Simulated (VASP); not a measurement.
Input:

```
AlGa3As4
1.0
    0.00077     5.66573     5.66235
    5.66573     0.00077     5.66235
    2.83325     2.83325     0.00000
Ga As Al
3 4 1
Direct
  0.99986   0.99986   0.00027
  0.99977   0.50022   0.00001
  0.50022   0.99977   0.00001
  0.12500   0.12500   0.25001
  0.12493   0.62504   0.25003
  0.62504   0.12493   0.25003
  0.62498   0.62498   0.25005
  0.50021   0.50021   0.99959
```

All values below come from PBEsol GGA, VASP's PBE PAW potentials (set 64) (plane waves; VASP). Numerical set-up: 400 eV cut-off, Gaussian smearing of 0.050 eV, potentials Ga_d As Al.

**Question.** Estimate the band gap (along the path) with the smallest direct gap where there is one.

**Answer.** 
The band gap (along the path) is 0.65 eV and the smallest direct gap (along the path) is 0.65 eV.

The absolute energy has meaning only against runs of the same code, potentials and settings.

The structure was generated: AlGa3As4 was put into an ordered model structure (Amm2), which need not be its known phase. It was relaxed first.
